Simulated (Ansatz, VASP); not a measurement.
# GaAs: VASP beside Ansatz, part 2 of 2

One calculation is typed for both programs; each brings its own data sets. How far apart do they land? The cell is taken from a series of VASP runs on this material, whose earlier steps may have relaxed, scaled or displaced it; both programs get it as it stands. Valence electrons are named where the data sets of a main pair hold unlike numbers.

VASP 6.6.1 and Ansatz 0.2.0.

So far. Step 2 (VASP: band structure, HSE06): The k-mesh is coarse for exact exchange; levels may shift by about 0.1 eV on a finer one. The PAW data sets were made with PBE, which is usual practice but a small mismatch for other functionals.

**3. Ansatz: band structure, HSE06**

Level of this step: Ansatz beside VASP: Kohn-Sham DFT, plane waves, HSE06 (Ansatz).

Ansatz runs on its default PAW (the set named soft_2) files.

The same cell, functional, mesh and smearing now go to Ansatz, which takes its cutoff from its data sets.

input.yaml reads:

```yaml
crystal:
  lattice:
    - [0.0, 2.82685, 2.82685]
    - [2.82685, 0.0, 2.82685]
    - [2.82685, 2.82685, 0.0]
  atoms:
    - { symbol: As, position: [0.75, 0.75, 0.75] }
    - { symbol: Ga, position: [0.0, 0.0, 0.0] }
hamiltonian:
  xc: { exchange: pbe, correlation: pbe, exx: { coeff: 0.25, omega: 0.2 } }
  pseudopotentials: { kind: paw }
kpoints:
  mp_grid: { grid: [5, 5, 5] }
  band_path:
    path:
      - [0.0, 0.0, 0.0]
      - [0.5, 0.0, 0.5]
      - [0.5, 0.22222, 0.72222]
      - [0.40278, 0.34722, 0.75]
      - [0.125, 0.125, 0.25]
      - [0.27778, 0.27778, 0.27778]
      - [0.55556, 0.38889, 0.55556]
      - [0.58333, 0.25, 0.66667]
      - [0.5, 0.30556, 0.69444]
      - [0.48611, 0.48611, 0.52778]
      - [0.625, 0.25, 0.625]
      - [0.5, 0.0, 0.5]
    npoints: 1
scf:
  occupations: { method: gaussian, width: 0.03 }
  n_extra_bands: 7
output:
  forces: true
  stress: true
  eigenvalues: true
```

On the command line:

```bash
$ ansatz run input.yaml --threads 4 --pin off --max-ram 9216MiB --backend cpu --events-out ev --progress --plain --runs-dir out
```

Numbers of over 12 decimals in the logs are rounded to 6 here.

Log:

```text
Warning: output.stress: scf.convergence.dr2_threshold = 1e-7 eV (the SCF's general default) is looser than the 2e-10 eV advised for a printed stress (1e-10 eV for each atom of the cell: 2). What an SCF threshold leaves in a stress goes as its square root, and in the free energy as the threshold itself, and one threshold admits the most on a small cell: [figures from the program's tests cut] Set scf.convergence.dr2_threshold to 2e-10 eV or tighter. The threshold is an SCF's pass mark: one that does not reach it within its budget of iterations ends unconverged, or closes short of it on a stop that the run arms, and scf.convergence.dr2_threshold's page says what that costs each kind of run
Warning: output.stress: scf.exx.energy_threshold = 1e-6 eV is looser than the 2e-8 eV advised for a stress under a hybrid functional (1e-8 eV for each atom of the cell: 2). Every SCF of the exchange loop can meet its threshold on dr2 while the loop round them stops early: no threshold on dr2 bounds what that leaves in the stress. Set scf.exx.energy_threshold to 2e-8 eV or tighter. The threshold is the loop's pass mark: a loop that does not reach it within its budget of cycles ends unconverged, and scf.exx.energy_threshold's page has the law
scf.n_extra_bands = 7 over 14 filled bands (N_el = 28.0): the run solves 21 bands
Engine: ansatz 0.2.0, x86_64-unknown-linux-gnu
Pseudopotentials: kind: paw
Pseudopotential: As, paw, valence charge 15, recommended cutoff 420 eV (normal), As.paw.azcp
Pseudopotential: Ga, paw, valence charge 13, recommended cutoff 420 eV (normal), Ga.paw.azcp
Functional definition: unnamed
  parameter a_1 = 0.25
  parameter omega_1 = 0.2/angstrom
  exchange = pbe_x + (-a_1)*pbe_x_sr(omega_1) + a_1*exact_x_sr(omega_1)
  correlation = pbe_c
Crystal: 2 atoms, lattice volume = 45.179 Å³
Basis set: ecut = 420 eV, 893 PW (Γ), exchange–correlation on 54×54×54 points (8 copies of the dense FFT grid, shifted against one another)
Bands: 21, of which v1, the nominal top of the filled ones, is band 14 counted from 1 (13 counted from 0)
Symmetry: 24 space group operations
Space group: F-43m (ITA 216), of the structure as read, at distance tolerance 3.6e-5 Å
k-points: 10 of 125 (time reversal used)
Non-local potential: As, projectors of the file, l = 0: 2, l = 1: 2, l = 2: 3, l = 3: 1
Non-local potential: Ga, projectors of the file, l = 0: 2, l = 1: 2, l = 2: 3, l = 3: 1
PAW form: soft (Blöchl's): semilocal exchange-correlation on the pseudo side does not see the compensation charge
PAW frozen core: As, regenerated for the run's functional, and the local potential with it (the file was generated under x = pbe(κ = 0.804, μ = 0.219515), c = pbe(β = 0.066725))
PAW frozen core: Ga, regenerated for the run's functional, and the local potential with it (the file was generated under x = pbe(κ = 0.804, μ = 0.219515), c = pbe(β = 0.066725))
PAW one-centre angular grid: As, 590 points (default); XC on 64 Gauss nodes
PAW one-centre angular grid: Ga, 590 points (default); XC on 64 Gauss nodes
Initial density: superposition of atomic densities (neutral atoms: chi_scale 0, normalization atom), corrected by the library's trained network
Initial wavefunctions: pseudopotential atomic-orbital guess
Functional: x = pbe(κ = 0.804, μ = 0.219515), c = pbe(β = 0.066725), warm-up for x = pbe(κ = 0.804, μ = 0.219515) + 0.25 (exact − pbe) at short range (hse, ω = 0.2 Å⁻¹), c = pbe(β = 0.066725)
SCF iter   1: F=—  HF=-8639.776933 eV  |F-HF|=—  |Δ(HF+E_count)|=         —  Δρ=1.13e-3  dr2=7.75e-4  ethr=1.77e-3  ⟨swp⟩=8.6  Hψ=900  notcnv=0
preconditioner: auto → none  [insulator: Δε(μ)=0.511 eV  Ē_g=17.979 eV  σ=0.030 eV  W_gap=1.00  n_scr=14 (ndim 8)  ℏωp=23.4 eV  f_vac=0.086  D(μ)=0.00/eV (n_scr^D=0)]
SCF iter   2: F=—  HF=-8639.776858 eV  |F-HF|=—  |Δ(HF+E_count)|=   7.42e-5  Δρ=3.32e-4  dr2=7.77e-5  ethr=2.77e-6  ⟨swp⟩=4.2  Hψ=649  notcnv=0  defer=1
SCF iter   3: F=-8639.776875 eV  HF=-8639.776860 eV  |F-HF|=1.50e-5  |Δ(HF+E_count)|=   1.85e-6  Δρ=2.11e-4  dr2=1.40e-5  ethr=2.78e-7  ⟨swp⟩=3.0  Hψ=436  notcnv=0
SCF 1 stopped early in 3 iterations: F = -8639.776875 eV  dr2 = 1.40e-5
  greatest PAW one-centre occupation: 0.999 electrons in one spin orbital (limit 2), on the As atom at site 0 (counted from 0), in its partial waves of l = 2
Initial density: handed on by an earlier stage of this run
Initial wavefunctions: those handed on with the density
Functional: x = pbe(κ = 0.804, μ = 0.219515) + 0.25 (exact − pbe) at short range (hse, ω = 0.2 Å⁻¹), c = pbe(β = 0.066725)
Exchange kernel: α = 0.2500, screened, ω = 0.2000 Å⁻¹, Wigner–Seitz truncation, v(0) = 1126.2928 eV·Å³, q-mesh 5×5×5, nearest image of the exchange supercell L = 19.99 Å, pair-density grid 15×15×15, without the augmentation charges, whose exchange is taken in its separable form by FFT convolution over the k-point mesh (sized by the pseudopotential files, 24×24×24 at the most), smooth part of the exact exchange by density-matrix convolution
Frozen-core exchange: fock
SCF iter   1: F=—  HF=-8641.566749 eV  |F-HF|=—  |Δ(HF+E_count)|=         —  Δρ=1.32e-2  dr2=3.01e-2  ethr=5.01e-7  ⟨swp⟩=6.9  Hψ=1056  notcnv=0
preconditioner: auto → none  [insulator: Δε(μ)=1.351 eV  Ē_g=20.815 eV  σ=0.030 eV  W_gap=1.00  n_scr=14 (ndim 8)  ℏωp=23.4 eV  f_vac=0.083  D(μ)=0.00/eV (n_scr^D=0)]
SCF iter   2: F=—  HF=-8641.546359 eV  |F-HF|=—  |Δ(HF+E_count)|=   2.04e-2  Δρ=2.89e-3  dr2=2.35e-3  ethr=5.01e-7  ⟨swp⟩=4.0  Hψ=725  notcnv=0
SCF iter   3: F=—  HF=-8641.554759 eV  |F-HF|=—  |Δ(HF+E_count)|=   8.40e-3  Δρ=3.14e-3  dr2=1.46e-3  ethr=5.01e-7  ⟨swp⟩=4.0  Hψ=705  notcnv=0
SCF iter   4: F=—  HF=-8641.554616 eV  |F-HF|=—  |Δ(HF+E_count)|=   1.43e-4  Δρ=1.13e-3  dr2=2.48e-4  ethr=5.01e-7  ⟨swp⟩=3.9  Hψ=508  notcnv=0
iter 5 solved again at ethr=3.73e-9 eV; its pass at ethr=5.01e-7 eV (dr2=1.04e-6 eV) is discarded
SCF iter   5: F=—  HF=-8641.554628 eV  |F-HF|=—  |Δ(HF+E_count)|=   1.16e-5  Δρ=3.56e-5  dr2=1.41e-5  ethr=3.73e-9  ⟨swp⟩=4.0  Hψ=876  notcnv=0
SCF iter   6: F=—  HF=-8641.554802 eV  |F-HF|=—  |Δ(HF+E_count)|=   1.74e-4  Δρ=2.11e-4  dr2=8.05e-6  ethr=3.73e-9  ⟨swp⟩=4.2  Hψ=634  notcnv=0  defer=1
SCF iter   7: F=-8641.554795 eV  HF=-8641.554796 eV  |F-HF|=2.76e-7  |Δ(HF+E_count)|=   6.72e-6  Δρ=1.83e-5  dr2=2.35e-7  ethr=3.73e-9  ⟨swp⟩=4.0  Hψ=498  notcnv=0
SCF 2 stopped early in 7 iterations: F = -8641.554795 eV  dr2 = 2.35e-7
hybrid outer 1: dexx = +9.914e-3 eV, tail = 6.22e-5 eV
Exchange kernel: α = 0.2500, screened, ω = 0.2000 Å⁻¹, Wigner–Seitz truncation, v(0) = 1126.2928 eV·Å³, q-mesh 5×5×5, nearest image of the exchange supercell L = 19.99 Å, pair-density grid 15×15×15, without the augmentation charges, whose exchange is taken in its separable form by FFT convolution over the k-point mesh (sized by the pseudopotential files, 24×24×24 at the most), smooth part of the exact exchange by density-matrix convolution
Frozen-core exchange: fock
SCF iter   1: F=—  HF=-8641.554887 eV  |F-HF|=—  |Δ(HF+E_count)|=         —  Δρ=6.86e-5  dr2=1.93e-6  ethr=1.11e-6  ⟨swp⟩=3.6  Hψ=442  notcnv=0
preconditioner: auto → none  [insulator: Δε(μ)=1.452 eV  Ē_g=20.634 eV  σ=0.030 eV  W_gap=1.00  n_scr=14 (ndim 8)  ℏωp=23.4 eV  f_vac=0.080  D(μ)=0.00/eV (n_scr^D=0)]
SCF iter   2: F=—  HF=-8641.554888 eV  |F-HF|=—  |Δ(HF+E_count)|=   5.30e-7  Δρ=2.73e-5  dr2=2.73e-7  ethr=5.32e-9  ⟨swp⟩=4.0  Hψ=612  notcnv=0
SCF iter   3: F=—  HF=-8641.554888 eV  |F-HF|=—  |Δ(HF+E_count)|=   6.40e-7  Δρ=1.50e-5  dr2=1.05e-7  ethr=5.58e-10  ⟨swp⟩=3.1  Hψ=499  notcnv=0  defer=1
SCF iter   4: F=—  HF=-8641.554888 eV  |F-HF|=—  |Δ(HF+E_count)|=   2.19e-8  Δρ=1.53e-6  dr2=2.12e-9  ethr=3.25e-10  ⟨swp⟩=3.1  Hψ=391  notcnv=0
SCF iter   5: F=-8641.554888 eV  HF=-8641.554888 eV  |F-HF|=1.94e-9  |Δ(HF+E_count)|=   6.04e-9  Δρ=5.45e-7  dr2=1.50e-9  ethr=2.23e-12  ⟨swp⟩=4.1  Hψ=651  notcnv=0
SCF 3 converged in 5 iterations: F = -8641.554888 eV  dr2 = 1.50e-9
  Residual-converged pass: ⟨swp⟩=2.0  Hψ=231  notcnv=0  max |occ|·‖R‖ = 2.4e-6 eV (tolerance 2.4e-6 eV)  dr2=1.50e-9  dr2_onsite=2.73e-9  max |Δocc| = 2.5e-267
hybrid outer 2: dexx = +8.081e-7 eV, tail = 3.50e-8 eV, Δε = 2.90e-3 eV (about 1.08e-4 eV left of the loop's levels)
NSCF: frozen V_eff on 12 k-points
hybrid SCF converged: 2 outer / 12 inner (+3 warm-up), last move |dexx| = 8.08e-7 eV, tail = 3.50e-8 eV
Stability not checked: this state was not tested for a lower state beside it, because the functional holds exact exchange (a hybrid, or Hartree-Fock), whose exchange loop this test does not read (fock_operator; see scf.lower_state_search)
Free energy (F): -8641.554888 eV
Frozen-core exchange: fock
Harris-Foulkes:  -8641.554888 eV  (|F-HF|=1.94e-9)
Internal energy: -8641.554888 eV  (E = F + TS)
E sigma→0 (E₀):  -8641.554888 eV
Fermi energy:    8.499952 eV
--- Per-component energies (eV) ---
  E_band       = -387.630918
  E_kinetic    = 217.828112
  E_local      = -3920.266114  (includes V_loc(G=0)·N_el)
  E_nonlocal   = -244.608267
  E_hartree    = 1979.986587
  E_xc         = -119.156229
  E_vxc        = -109.820043  (∫ρ·V_xc dr)
  E_exx        = -109.810778  (= α·E_x^exact, valence–valence)
  E_paw        = -3746.153409  (= ΣΔE_a)
  E_vpaw       = -71.116298  (= ΣTr[D̂ρ^β])
  E_aug_tail   = -0.000141  (compensation charges beyond the density's cutoff)
  E_ewald      = -2698.727786
  E_core_change = -0.646862  (= ΣΔE_core)
  E_smearing   = -0.000000  (= −TS)
  E_closure    = -0.000000  (closes the sum)
  Σ components = -8641.554888   (vs F -8641.554888, Δ=0.00e0)
--- Forces (eV/Å), atoms counted from 1 ---
  atom   1  As     0.00000000     0.00000000     0.00000000
  atom   2  Ga    -0.00000000     0.00000000    -0.00000000
  max |Σ_I F_I| component: 2.17e-16 eV/Å
--- Stress (GPa, compression-positive) ---
        1.169001       0.000000      -0.000000
        0.000000       1.169001       0.000000
        0.000000       0.000000       1.169001
  P = ⅓ Tr σ = 1.1690 GPa (11.690 kbar)
--- Band table (eV; the first three rows and the last of 10) ---
  k-point 0: bands = [... 10 lower, -6.1830, 7.7732, 7.7732, 7.7732, 9.2260, 12.3282, 12.3282, 12.3282, ... 3 higher]
  k-point 1: bands = [... 10 lower, -5.6926, 4.3259, 7.2407, 7.2407, 10.1997, 13.0710, 13.0710, 13.8684, ... 3 higher]
  k-point 2: bands = [... 10 lower, -4.5494, 1.1148, 6.6259, 6.6259, 9.6473, 13.2972, 13.2972, 16.4508, ... 3 higher]
  k-point 9: bands = [... 10 lower, -3.6804, 0.8909, 3.8897, 4.9103, 12.4823, 12.8861, 13.7479, 17.1001, ... 3 higher]
```

Wall time 31 s (4 threads of AMD EPYC 9R14 (Zen 4), shared host); peak memory 1.1 GiB; 1.9 min of CPU time.

**4. Differences**

Known differences besides the potentials themselves: exact exchange at q = 0 is treated differently, which shows on coarse meshes; VASP keeps PBE cores, Ansatz makes them for the functional; the data sets hold 28 valence electrons in Ansatz (on its default PAW (the set named soft_2) files) and 18 in VASP; the cutoff is 420 eV in Ansatz and 350 eV in VASP; VASP takes a coarser grid for exact exchange (PRECFOCK = Fast). Total energies have different zeros and are not compared.

Both answers:

```tsv
quantity	Ansatz	VASP	difference
gap over the path points (eV)	1.453	1.449	+0.004
```

Levels at points of the path, from each program's valence-band top (eV; 3 filled, then empty):

```tsv
k (reciprocal lattice)	Ansatz	VASP
0.000 0.000 0.000	0.00 0.00 0.00 1.45 4.55 4.55	0.00 0.00 0.00 1.45 4.56 4.56
0.500 0.000 0.500	-7.39 -2.91 -2.91 2.08 2.35 11.55	-7.38 -2.90 -2.90 2.09 2.36 11.54
0.500 0.222 0.722	-7.18 -3.82 -3.59 5.13 5.37 6.79	-7.17 -3.80 -3.58 5.13 5.37 6.80
0.403 0.347 0.750	-7.17 -4.17 -2.58 2.88 5.54 8.62	-7.16 -4.15 -2.58 2.89 5.54 8.62
0.125 0.125 0.250	-3.25 -1.43 -0.30 3.19 4.87 5.08	-3.25 -1.43 -0.30 3.19 4.87 5.08
0.278 0.278 0.278	-4.89 -0.82 -0.82 2.19 5.53 5.53	-4.89 -0.82 -0.82 2.19 5.53 5.53
0.556 0.389 0.556	-7.08 -2.96 -1.67 3.13 5.36 6.54	-7.07 -2.95 -1.66 3.13 5.37 6.54
0.583 0.250 0.667	-7.17 -4.14 -2.73 3.15 5.56 8.23	-7.16 -4.12 -2.72 3.16 5.57 8.23
0.500 0.306 0.694	-7.08 -4.05 -3.03 4.84 5.44 6.78	-7.07 -4.03 -3.02 4.84 5.45 6.78
0.486 0.486 0.528	-7.21 -1.42 -1.27 1.97 5.41 5.55	-7.20 -1.41 -1.26 1.98 5.42 5.55
```

Among the levels compared at these points, filled levels agree within 14 meV and empty ones within 13 meV.

**5. Outcome**

* largest difference of a filled level at the path points (band structure, HSE06): 14 meV

**Reading.** The largest difference of a filled level at the path points is 14 meV (band structure, HSE06), within the 80 meV picked in this series as the mark of a large difference. The data sets hold unlike numbers of valence electrons (28 in Ansatz and 18 in VASP), so part of the differences comes from the potentials. How closely two codes agree says nothing of how well the functional describes the real material.

[Lines on the potential files, build, host, timing and source positions are cut from VASP's logs without a mark.]

[Logs are printed without paths, hosts, clocks, repeated set-up lines and the standing remarks that a program may print on its own settings, such as how far it seeks lower states.]

[Hosts, paths, dates, database ids (printed as entryN), source tags and the programs' standing remarks are cut or masked in the printed files.]
